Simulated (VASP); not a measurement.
Output of a VASP run:

### OSZICAR
```
       N       E                     dE             d eps       ncg     rms          rms(c)
DAV:   1     0.691208058934E+02    0.69121E+02   -0.79632E+03   848   0.114E+03
DAV:   2    -0.218923688431E+02   -0.91013E+02   -0.85820E+02   976   0.285E+02
DAV:   3    -0.247871696916E+02   -0.28948E+01   -0.28342E+01  1064   0.469E+01
DAV:   4    -0.248205419042E+02   -0.33372E-01   -0.33270E-01   928   0.487E+00
DAV:   5    -0.248210497798E+02   -0.50788E-03   -0.50739E-03  1104   0.434E-01    0.224E+01
DAV:   6    -0.219558772394E+02    0.28652E+01   -0.12796E+01   960   0.319E+01    0.946E+00
DAV:   7    -0.218441909040E+02    0.11169E+00   -0.49898E-01   912   0.644E+00    0.638E+00
DAV:   8    -0.218149010536E+02    0.29290E-01   -0.15157E-01  1000   0.374E+00    0.102E+00
DAV:   9    -0.218102631362E+02    0.46379E-02   -0.22285E-02   928   0.119E+00    0.328E-01
DAV:  10    -0.218101274927E+02    0.13564E-03   -0.16921E-03   984   0.416E-01    0.819E-02
DAV:  11    -0.218100697090E+02    0.57784E-04   -0.18223E-04   960   0.115E-01    0.150E-02
DAV:  12    -0.218100698205E+02   -0.11149E-06   -0.61299E-06   924   0.243E-02
   1 F= -.21810070E+02 E0= -.21807362E+02  d E =-.541610E-02
```

### OUTCAR
```
------------------------ aborting loop because EDIFF is reached ----------------------------------------
  FORCE on cell =-STRESS in cart. coord.  units (eV):
  Direction    XX          YY          ZZ          XY          YZ          ZX
  --------------------------------------------------------------------------------------
  Total       -1.8499284     -1.8499284     -1.8499284      0.0000000     -0.0000000      0.0000000
  in kB     -132.8216181   -132.8216181   -132.8216181      0.0000000     -0.0000000      0.0000000
  external PRESSURE =    -132.8216181 kB  Pullay stress =       0.0000000 kB
  volume of cell :       22.31
      direct lattice vectors                 reciprocal lattice vectors
     0.000000000  2.234544000  2.234544000    -0.223759299  0.223759299  0.223759299
     2.234544000  0.000000000  2.234544000     0.223759299 -0.223759299  0.223759299
     2.234544000  2.234544000  0.000000000     0.223759299  0.223759299 -0.223759299
 POSITION                                       TOTAL-FORCE (eV/Angst)
 -----------------------------------------------------------------------------------
      2.23454      2.23454      2.23454         0.000000      0.000000     -0.000000
      0.00000      0.00000      0.00000         0.000000     -0.000000      0.000000
 -----------------------------------------------------------------------------------
    total drift:                                0.000000     -0.000000     -0.000000
  FREE ENERGIE OF THE ION-ELECTRON SYSTEM (eV)
  ---------------------------------------------------
  free  energy   TOTEN  =       -21.8100698205 eV

  energy  without entropy=      -21.8046537216  energy(sigma->0) =      -21.80736177
```
(Selected blocks of OUTCAR.)

File POSCAR:
```
TaN
1
    0.0000000000     2.2345440000     2.2345440000
    2.2345440000     0.0000000000     2.2345440000
    2.2345440000     2.2345440000     0.0000000000
Ta N
1 1
Direct
  0.5000000000   0.5000000000   0.5000000000
  0.0000000000   0.0000000000   0.0000000000
```

Question: Reconstruct the remaining input files.

Answer: One answer among several that fit: the input of the run itself, PBE GGA, plane waves, VASP's PBE PAW potentials (set 64).

### INCAR
```
SYSTEM  =  TaN
PREC  =  Accurate; ENCUT  =  400; LREAL  =  F
LASPH  =  T
EDIFF  =  1E-6; NELM  =  100; ALGO  =  Normal
LMAXMIX  =  6
ISMEAR  =  0; SIGMA  =  0.1
GGA  =  PE
ISIF  =  2
LWAVE  =  F; LCHARG  =  F
```

KPOINTS:
```
kpoints
0
G
  9 9 9
```

POTCAR, in this order: Ta_pv N (PBE.64 set). Program: vasp_std.

At this cut-off the stress carries a Pulay error, which pulls relaxed volumes low.

The structure comes from a computed database's TaN entry; how it stands against other phases isn't given here. The cell was not relaxed at this level.
